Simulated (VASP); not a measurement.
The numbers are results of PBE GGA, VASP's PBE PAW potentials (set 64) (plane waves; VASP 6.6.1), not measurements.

The input files of a VASP run:

INCAR:
```
SYSTEM  =  PbS
PREC  =  Accurate; ENCUT  =  400; LREAL  =  .False.
LASPH  =  .True.
EDIFF  =  1E-6; NELM  =  100; ALGO  =  Normal
LMAXMIX  =  4
ISMEAR  =  0; SIGMA  =  0.05
GGA  =  PE
ISIF  =  2
LWAVE  =  .False.; LCHARG  =  .False.
```

**KPOINTS**
```
Regular mesh
0
G
 10 10 10
```

### POSCAR
```
PbS
1
    0.0000000000     3.0294000000     3.0294000000
    3.0294000000     0.0000000000     3.0294000000
    3.0294000000     3.0294000000     0.0000000000
Pb S
1 1
Direct
  0.0000000000   0.0000000000   0.0000000000
  0.5000000000   0.5000000000   0.5000000000
```

POTCAR, in this order: Pb_d S (PBE.64 set). Program: vasp_std.

The resulting files:

OUTCAR:
```
 ion  position               nearest neighbor table
   1  0.000  0.000  0.000-   2 3.03   2 3.03   2 3.03   2 3.03   2 3.03   2 3.03
   2  0.500  0.500  0.500-   1 3.03   1 3.03   1 3.03   1 3.03   1 3.03   1 3.03
  LATTYP: Found a face centered cubic cell.
 ALAT       =     6.0588000000
 Subroutine PRICEL returns:
 Original cell was already a primitive cell.
 Subroutine GETGRP returns: Found 48 space group operations
The static configuration has the point symmetry O_h .
The dynamic configuration has the point symmetry O_h .
 Subroutine INISYM returns: Found 48 space group operations
 Subroutine IBZKPT returns following result:
 Found     47 irreducible k-points:

 Following reciprocal coordinates:
            Coordinates               Weight
  0.000000  0.000000  0.000000      1.000000
  0.100000  0.000000  0.000000      8.000000
  0.200000  0.000000  0.000000      8.000000
  0.300000  0.000000  0.000000      8.000000
  0.400000  0.000000  0.000000      8.000000
  0.500000  0.000000  0.000000      4.000000
  0.100000  0.100000  0.000000      6.000000
  0.200000  0.100000  0.000000     24.000000
  0.300000  0.100000  0.000000     24.000000
  0.400000  0.100000  0.000000     24.000000
  0.500000  0.100000  0.000000     24.000000
 -0.400000  0.100000  0.000000     24.000000
 -0.300000  0.100000  0.000000     24.000000
 -0.200000  0.100000  0.000000     24.000000
 -0.100000  0.100000  0.000000     12.000000
  0.200000  0.200000  0.000000      6.000000
  0.300000  0.200000  0.000000     24.000000
  0.400000  0.200000  0.000000     24.000000
  0.500000  0.200000  0.000000     24.000000
 -0.400000  0.200000  0.000000     24.000000
 -0.300000  0.200000  0.000000     24.000000
 -0.200000  0.200000  0.000000     12.000000
  0.300000  0.300000  0.000000      6.000000
  0.400000  0.300000  0.000000     24.000000
...
```

### OSZICAR
```
       N       E                     dE             d eps       ncg     rms          rms(c)
DAV:   1     0.146349815927E+03    0.14635E+03   -0.85316E+03  1324   0.122E+03
DAV:   2     0.314773719577E+01   -0.14320E+03   -0.14003E+03  1412   0.326E+02
DAV:   3    -0.901163004457E+01   -0.12159E+02   -0.12086E+02  1712   0.101E+02
DAV:   4    -0.929586406682E+01   -0.28423E+00   -0.28406E+00  1510   0.190E+01
DAV:   5    -0.930612962660E+01   -0.10266E-01   -0.10265E-01  1808   0.332E+00    0.423E+00
DAV:   6    -0.875798783672E+01    0.54814E+00   -0.17414E+00  1926   0.975E+00    0.298E+00
DAV:   7    -0.876039442532E+01   -0.24066E-02   -0.15464E-01  1380   0.218E+00    0.178E+00
DAV:   8    -0.876432446795E+01   -0.39300E-02   -0.18166E-02  1442   0.166E+00    0.360E-01
DAV:   9    -0.876374686899E+01    0.57760E-03   -0.37547E-03  2010   0.586E-01    0.111E-01
DAV:  10    -0.876400666271E+01   -0.25979E-03   -0.43276E-04  1358   0.134E-01    0.737E-02
DAV:  11    -0.876400933752E+01   -0.26748E-05   -0.61747E-05  1644   0.972E-02    0.120E-02
DAV:  12    -0.876401076138E+01   -0.14239E-05   -0.41231E-06  1520   0.210E-02    0.422E-03
DAV:  13    -0.876401076246E+01   -0.10814E-08   -0.20155E-07   946   0.553E-03
   1 F= -.87640108E+01 E0= -.87640108E+01  d E =-.269737E-12
```

OUTCAR:
```
------------------------ aborting loop because EDIFF is reached ----------------------------------------
  FORCE on cell =-STRESS in cart. coord.  units (eV):
  Direction    XX          YY          ZZ          XY          YZ          ZX
  --------------------------------------------------------------------------------------
  Total       -0.4520451     -0.4520451     -0.4520451      0.0000000      0.0000000      0.0000000
  in kB      -13.0254418    -13.0254418    -13.0254418      0.0000000      0.0000000      0.0000000
  external PRESSURE =     -13.0254418 kB  Pullay stress =       0.0000000 kB
  volume of cell :       55.60
      direct lattice vectors                 reciprocal lattice vectors
     0.000000000  3.029400000  3.029400000    -0.165049185  0.165049185  0.165049185
     3.029400000  0.000000000  3.029400000     0.165049185 -0.165049185  0.165049185
     3.029400000  3.029400000  0.000000000     0.165049185  0.165049185 -0.165049185
  FREE ENERGIE OF THE ION-ELECTRON SYSTEM (eV)
  ---------------------------------------------------
  free  energy   TOTEN  =        -8.7640107625 eV

  energy  without entropy=       -8.7640107625  energy(sigma->0) =       -8.76401076
```
(Selected blocks of OUTCAR.)

### OUTCAR
```
 val. band max:        4.9518557690   @ k =   0.5000   0.0000   0.0000

 cond. band min:       5.5280171552   @ k =   0.5000   0.0000   0.0000


 Fermi energy:         5.1746323910

 k-point     1 :       0.0000    0.0000    0.0000
  band No.  band energies     occupation
      1     -11.7242      2.00000
      2     -11.7242      2.00000
      3     -11.7242      2.00000
      4     -11.7064      2.00000
      5     -11.7064      2.00000
      6      -8.0337      2.00000
      7      -1.1388      2.00000
      8       3.1461      2.00000
      9       3.1461      2.00000
     10       3.1461      2.00000
     11      10.0330      0.00000
     12      10.0330      0.00000
     13      10.0330      0.00000
     14      11.8968      0.00000

 k-point     2 :       0.1000    0.0000    0.0000
  band No.  band energies     occupation
      1     -11.7238      2.00000
      2     -11.7222      2.00000
      3     -11.7222      2.00000
      4     -11.7073      2.00000
      5     -11.7073      2.00000
      6      -7.9565      2.00000
      7      -1.3757      2.00000
      8       3.1697      2.00000
      9       3.1697      2.00000
     10       3.3183      2.00000
     11       9.2446      0.00000
     12       9.5652      0.00000
     13       9.5652      0.00000
     14      11.8296      0.00000

 k-point     3 :       0.2000    0.0000    0.0000
  band No.  band energies     occupation
      1     -11.7227      2.00000
      2     -11.7214      2.00000
      3     -11.7214      2.00000
      4     -11.7049      2.00000
      5     -11.7049      2.00000
      6      -7.7363      2.00000
      7      -1.9582      2.00000
      8       3.2388      2.00000
      9       3.2388      2.00000
     10       3.7192      2.00000
     11       7.9725      0.00000
     12       8.6874      0.00000
     13       8.6874      0.00000
     14      11.8177      0.00000

 k-point     4 :       0.3000    0.0000    0.0000
  band No.  band energies     occupation
...
```

Unless said otherwise, spin-orbit coupling is left out, though it shifts the bands of the heavy elements here.

The compound is PbS in the rock salt structure. The cell was not relaxed at this level. The run is one of a series of settings (KPOINTS 10×10×10 Γ-centred mesh against the base run), some of them coarse on purpose.
